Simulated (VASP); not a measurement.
```xyz
2
Lattice="1.3698 -2.3726 0.0000 1.3698 2.3726 0.0000 0.0000 0.0000 4.4275" Properties=species:S:1:pos:R:3 pbc="T T T"
Re     1.3698     0.7909     1.1069
Re     1.3698    -0.7909     3.3206
```

These are LDA (Ceperley-Alder, Perdew-Zunger), VASP's LDA PAW potentials (set 64) (plane waves; VASP 6.6.1) values and carry that method's errors. Settings: 400 eV cut-off, 14×14×8 Γ-centred mesh, first-order Methfessel-Paxton smearing of 0.10 eV, potentials Re.

Unless said otherwise, spin-orbit coupling is left out, though it shifts the bands of the heavy elements here.

### Question
Estimate the energy per atom (σ→0), band gap (on the k-mesh) with the smallest direct gap where there is one.

### Answer

The band gap (on the k-mesh) comes out as none (metal, semimetal or under 0.01 eV) and the energy per atom (σ→0) comes out as -13.764 eV/atom.

The absolute energy has meaning only against runs of the same code, potentials and settings.

The compound is Re in the hcp structure. It was relaxed first. The start is the result of an earlier pass.
